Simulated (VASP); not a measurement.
Computed with PBEsol GGA, VASP's PBE PAW potentials (set 64) (plane waves; VASP).

VASP ran on this input.

### INCAR
```
LORBIT = 11   ! lm-projected
NELM = 100   ! most electronic steps
LREAL = .False.   ! projection in real space or not
SYSTEM = Au3Rh
ISMEAR = -5   ! tetrahedra, Bloechl
ISIF = 2   ! forces and stress, cell fixed
ALGO = Normal   ! blocked Davidson
LMAXMIX = 6
LWAVE = .False.
LEFG = .True.
LASPH = .True.
GGA = PS   ! PBEsol
EDIFF = 1E-7   ! SCF stop (eV)
LCHARG = .True.
PREC = Accurate
ENCUT = 400
NEDOS = 601
```

### KPOINTS
```
Automatic mesh
0
Gamma
15 15 4
0 0 0
```

### POSCAR
```
Au3Rh
1
   -0.0000000000     1.9951111444     1.9951111444
    1.9951111444    -0.0000000000     1.9951111444
    8.0496205628     8.0496205628    -0.0691759853
Rh Au
1 3
Direct
  0.0000000000   0.0000000000   0.0000000000
  0.0111196616   0.0111196616   0.2416602538
  0.0000000000   0.0000000000   0.5000000000
  0.9888803384   0.9888803384   0.7583397462
```

POTCAR, in this order: Rh_pv Au (PBE.64 set). Program: vasp_std.

For a metal the tetrahedron method with Blöchl corrections gives inexact stress and forces. Unless said otherwise, spin-orbit coupling is left out, though it shifts the bands of the heavy elements here.

Task: Predict the energy per atom (σ→0), band gap (on the k-mesh).

Result: 
- energy per atom (σ→0): -469.5 kJ/mol of atoms
- band gap (on the k-mesh): none (metal, semimetal or under 0.01 eV)

### OSZICAR
```
...
DAV:  11    -0.194637879936E+02    0.49318E-03   -0.11726E-03 15236   0.260E-01    0.568E-02
DAV:  12    -0.194638215444E+02   -0.33551E-04   -0.11797E-04 14912   0.122E-01    0.296E-02
DAV:  13    -0.194638170919E+02    0.44525E-05   -0.13597E-05 14936   0.431E-02    0.105E-02
DAV:  14    -0.194638253688E+02   -0.82768E-05   -0.29961E-06 15044   0.215E-02    0.205E-03
DAV:  15    -0.194638274017E+02   -0.20330E-05   -0.32999E-07 12760   0.512E-03    0.645E-04
DAV:  16    -0.194638270747E+02    0.32702E-06   -0.23609E-08  7256   0.172E-03    0.435E-04
DAV:  17    -0.194638270820E+02   -0.72905E-08   -0.25659E-09  7108   0.495E-04
   1 F= -.19463827E+02 E0= -.19463827E+02  d E =0.000000E+00
```

The structure was generated: Au3Rh was put into an ordered model structure (R-3m), which need not be its known phase. It was relaxed first.
